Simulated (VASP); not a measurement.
Here is the system:

```
Zr
1.0
    1.65024    -2.85830     0.00000
    1.65024     2.85830     0.00000
    0.00000     0.00000     5.24383
Zr
2
Direct
  0.33333   0.66667   0.25000
  0.66667   0.33333   0.75000
```

The numbers are results of r2SCAN+rVV10, VASP's PBE PAW potentials (set 64) (plane waves; VASP 6.6.1), not measurements. Run with 520 eV cut-off, 13×13×7 Γ-centred mesh, first-order Methfessel-Paxton smearing of 0.10 eV, potentials Zr_sv.

Q: Give the stress tensor in GPa (positive for a compressed cell).

A: 
```
-5.18   0.00   0.00
 0.00  -5.18   0.00
 0.00   0.00  -5.22
```
The pressure is its mean diagonal, -5.19 GPa.

The compound is Zr in the hcp structure. This cell is one point of a volume scan, at 1.06 of the reference volume.
